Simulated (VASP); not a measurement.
These are PBE GGA, VASP's PBE PAW potentials (set 64) (plane waves; VASP 6.6.1) values and carry that method's errors.

VASP input:

File POSCAR:
```
Ga2O3
1
    6.1623400000    -1.5292710000     0.0000000000
    6.1623400000     1.5292710000     0.0000000000
   -1.3891100000     0.0000000000     5.6706910000
Ga O
4 6
Direct
  0.3411600000   0.3411600000   0.6852700000
  0.6588400000   0.6588400000   0.3147300000
  0.9095300000   0.9095300000   0.2052100000
  0.0904700000   0.0904700000   0.7947900000
  0.5035300000   0.5035300000   0.7433400000
  0.4964700000   0.4964700000   0.2566600000
  0.8266300000   0.8266300000   0.4367700000
  0.1733700000   0.1733700000   0.5632300000
  0.1645000000   0.1645000000   0.1091500000
  0.8355000000   0.8355000000   0.8908500000
```

**INCAR**
```
! general
SYSTEM  = Ga2O3
PREC    = Accurate
ENCUT   = 400
LREAL   = .FALSE.
LASPH   = .TRUE.

! electronic loop
EDIFF   = 1E-6
NELM    = 100
ALGO    = Normal
LMAXMIX = 4

! smearing
ISMEAR  = 0
SIGMA   = 0.01

! functional
GGA     = PE

! ions
ISIF    = 2

! output
LWAVE   = .FALSE.
LCHARG  = .FALSE.
```

**KPOINTS**
```
Automatic mesh
0
Gamma
5 5 3
0 0 0
```

POTCAR, in this order: Ga_d O (PBE.64 set). Program: vasp_std.

What VASP printed:

OSZICAR:
```
       N       E                     dE             d eps       ncg     rms          rms(c)
DAV:   1     0.108992844361E+04    0.10899E+04   -0.35067E+04  2860   0.265E+03
DAV:   2     0.156578204257E+03   -0.93335E+03   -0.89636E+03  2688   0.707E+02
DAV:   3    -0.519282468227E+02   -0.20851E+03   -0.20321E+03  2868   0.235E+02
DAV:   4    -0.683373397626E+02   -0.16409E+02   -0.16279E+02  3324   0.724E+01
DAV:   5    -0.687539373576E+02   -0.41660E+00   -0.41529E+00  3112   0.115E+01    0.173E+01
DAV:   6    -0.596416282507E+02    0.91123E+01   -0.34906E+01  4704   0.631E+01    0.504E+00
DAV:   7    -0.597904083039E+02   -0.14878E+00   -0.31204E+00  2732   0.987E+00    0.349E+00
DAV:   8    -0.597600279064E+02    0.30380E-01   -0.51752E-01  3732   0.664E+00    0.115E+00
DAV:   9    -0.597312131107E+02    0.28815E-01   -0.13427E-01  3880   0.471E+00    0.257E-01
DAV:  10    -0.597322946925E+02   -0.10816E-02   -0.20111E-02  3612   0.134E+00    0.146E-01
DAV:  11    -0.597326957171E+02   -0.40102E-03   -0.29746E-03  2816   0.764E-01    0.881E-02
DAV:  12    -0.597327800694E+02   -0.84352E-04   -0.11783E-03  3688   0.518E-01    0.236E-02
DAV:  13    -0.597327939914E+02   -0.13922E-04   -0.20625E-04  3884   0.120E-01    0.112E-02
DAV:  14    -0.597327963812E+02   -0.23898E-05   -0.56572E-05  3420   0.656E-02    0.921E-03
DAV:  15    -0.597327954519E+02    0.92928E-06   -0.60820E-06  3000   0.287E-02
   1 F= -.59732795E+02 E0= -.59732795E+02  d E =-.135047E-20
```

OUTCAR:
```
------------------------ aborting loop because EDIFF is reached ----------------------------------------
  FORCE on cell =-STRESS in cart. coord.  units (eV):
  Direction    XX          YY          ZZ          XY          YZ          ZX
  --------------------------------------------------------------------------------------
  Total       -0.5206466     -0.3279535     -0.6136035      0.0000000      0.0000000      0.0825651
  in kB       -7.8047242     -4.9161683     -9.1981884      0.0000000      0.0000000      1.2376868
  external PRESSURE =      -7.3063603 kB  Pullay stress =       0.0000000 kB
  volume of cell :      106.88
      direct lattice vectors                 reciprocal lattice vectors
     6.162340000 -1.529271000  0.000000000     0.081138009 -0.326953169  0.019875818
     6.162340000  1.529271000  0.000000000     0.081138009  0.326953169  0.019875818
    -1.389110000  0.000000000  5.670691000     0.000000000  0.000000000  0.176345352
 POSITION                                       TOTAL-FORCE (eV/Angst)
 -----------------------------------------------------------------------------------
      3.25277      0.00000      3.88595         0.038081      0.000000      0.075842
      7.68280      0.00000      1.78474        -0.038081      0.000000     -0.075842
     10.92461      0.00000      1.16368         0.047260      0.000000     -0.033181
      0.01096      0.00000      4.50701        -0.047260      0.000000      0.033181
      5.17327      0.00000      4.21525         0.043173      0.000000     -0.005849
      5.76230      0.00000      1.45544        -0.043173      0.000000      0.005849
      9.58123      0.00000      2.47679         0.038529      0.000000     -0.016931
      1.35434      0.00000      3.19390        -0.038529      0.000000      0.016931
      1.87579      0.00000      0.61896         0.100556      0.000000     -0.011254
      9.05978      0.00000      5.05174        -0.100556      0.000000      0.011254
 -----------------------------------------------------------------------------------
    total drift:                                0.000000     -0.000000      0.000000
  FREE ENERGIE OF THE ION-ELECTRON SYSTEM (eV)
  ---------------------------------------------------
  free  energy   TOTEN  =       -59.7327954519 eV

  energy  without entropy=      -59.7327954519  energy(sigma->0) =      -59.73279545
```
(Selected blocks of OUTCAR.)

At this cut-off the stress carries a Pulay error, which pulls relaxed volumes low.

The structure comes from a computed database's Ga2O3 entry; how it stands against other phases isn't given here. The cell was not relaxed at this level. The k-mesh is coarse (spacing up to 0.42 per Å, 2π included), so the numbers may not be converged in it. The run is one of a series of settings (KPOINTS 5×5×3 Γ-centred mesh against the base run), some of them coarse on purpose.
